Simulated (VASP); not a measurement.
TiAs, 4 atoms in the cell. It takes space group P6_3/mmc (No. 194, hexagonal). The conventional cell has a = 3.573 Å, b = 3.573 Å, c = 6.024 Å, α = 90.00°, β = 90.00°, γ = 120.00°. Ti (site symmetry -3m) has 6 As at 2.55 Å as nearest neighbours. As (site symmetry -6m2) is surrounded by 6 Ti at 2.55 Å. The cell is a database's computed one. The cell isn't the ideal one: relaxed again under DFT LDA, scalar-relativistic, plane waves, PAW.

```yaml
Program: VASP 6.6.1
Task: single point
Functional: LDA
Potentials_or_basis: VASP PAW LDA potentials, release 64 (Ti_sv, As)
Cutoff: 520 eV
k_mesh: 12 × 12 × 8
Occupations: gaussian, width 0.1 eV
Spin: no spin polarisation
Dipole_correction: no
Further_INCAR_settings: ALGO = Fast; EDIFF = 1e-07; NBANDS = 25
```

Potentials or basis: VASP PAW LDA potentials, release 64 (Ti_sv, As).

Run with:

```sh
$ cat potpaw_LDA.64/Ti_sv/POTCAR potpaw_LDA.64/As/POTCAR > POTCAR
$ mpirun -np 1 vasp_std > vasp.out
```

Hardware: 1 thread of Intel(R) Xeon(R) 6975P-C (Granite Rapids), with other jobs on the host.

Question: How long does it take, and how much memory?

Answer: Wall time 4.7 min on 1 thread of Intel(R) Xeon(R) 6975P-C (Granite Rapids) (shared host), peak memory 0.26 GiB. Counts: scf iterations 59, k points 95.
